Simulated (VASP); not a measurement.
Here is the system:

```yaml
crystal:
  lattice:
    - [2.23850, -3.87719, 0.00000]
    - [2.23850, 3.87719, 0.00000]
    - [0.00000, 0.00000, 5.05407]
  atoms:
    - { symbol: Se, position: [0.00000, 0.22159, 0.66667] }
    - { symbol: Se, position: [0.77841, 0.77841, 0.00000] }
    - { symbol: Se, position: [0.22159, 0.00000, 0.33333] }
```

Level of theory: PBE GGA, VASP's PBE PAW potentials (set 64) (plane waves; VASP 6.6.1). Run with 530 eV cut-off, 5×5×4 Γ-centred mesh, Gaussian smearing of 0.050 eV, potentials Se.

Tensors are in the Cartesian frame of the cell as typed. Without a dispersion term in the relaxation, distances and binding between the weakly bound layers, chains or molecules are unreliable, and so is what depends on them.

Question: Give the elastic stiffness tensor with the ions relaxed (GPa, in the frame of the cell).

Answer: 
```tsv
	xx	yy	zz	yz	xz	xy
xx	8.6	2.8	10.3	-3.4	0.0	0.0
yy	2.8	8.6	10.3	3.4	0.0	0.0
zz	10.3	10.3	70.8	0.0	0.0	0.0
yz	-3.4	3.4	0.0	13.0	0.0	0.0
xz	0.0	0.0	0.0	0.0	13.0	-3.4
xy	0.0	0.0	0.0	0.0	-3.4	2.9
```

Question: What does the run give for the Hill bulk modulus, Hill shear modulus, Young's modulus, Poisson's ratio?

Answer: 
```yaml
hill_bulk_modulus: 10.2 GPa
hill_shear_modulus: 6.9 GPa
Young's modulus: 16.8 GPa
Poisson's ratio: 0.224
```

The compound is Se in the trig structure. It was relaxed first, which changed the volume by +7 %.
